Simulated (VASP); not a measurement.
Here is the system:

```
CELL_PARAMETERS angstrom
      5.52674     0.00000     0.00000
      0.00000     5.52674     0.00000
      0.00000     0.00000     5.52674
ATOMIC_POSITIONS crystal
  Cs 0.00000 0.00000 0.00000
  Pb 0.50000 0.50000 0.50000
  Cl 0.50000 0.00000 0.50000
  Cl 0.00000 0.50000 0.50000
  Cl 0.50000 0.50000 0.00000
```

The numbers are results of LDA (Ceperley-Alder, Perdew-Zunger), VASP's LDA PAW potentials (set 64) (plane waves; VASP), not measurements. Numerical set-up: 500 eV cut-off, 4×4×4 Γ-centred mesh, Gaussian smearing of 0.050 eV, potentials Cs_sv Pb_d Cl.

Energy and stress use the plane-wave basis of the starting cell.

**Question.** The ions, cell shape and volume at an external pressure of 5.0 GPa are relaxed. Give the cell that the relaxation ends in.

**Answer.** 
```
CELL_PARAMETERS angstrom
      5.30348     0.00000     0.00000
      0.00000     5.30348     0.00000
      0.00000     0.00000     5.30348
ATOMIC_POSITIONS crystal
  Cs 0.00000 0.00000 0.00000
  Pb 0.50000 0.50000 0.50000
  Cl 0.50000 0.00000 0.50000
  Cl 0.00000 0.50000 0.50000
  Cl 0.50000 0.50000 0.00000
```
Space group Pm-3m (221), at a tolerance of 0.03 Å.

**Question.** How do energy and volume change from the first to the last step?

**Answer.** The energy (σ→0) changes by +55.1 meV/atom and the volume by -11.6 %, in 3 ionic steps.

The compound is CsPbCl3 in the cubic perovskite structure, the ideal cubic form; the compound distorts at low or room temperature. This run relaxes it under an external pressure of 5 GPa. Symmetry was kept, so distortions that lower it aren't found.
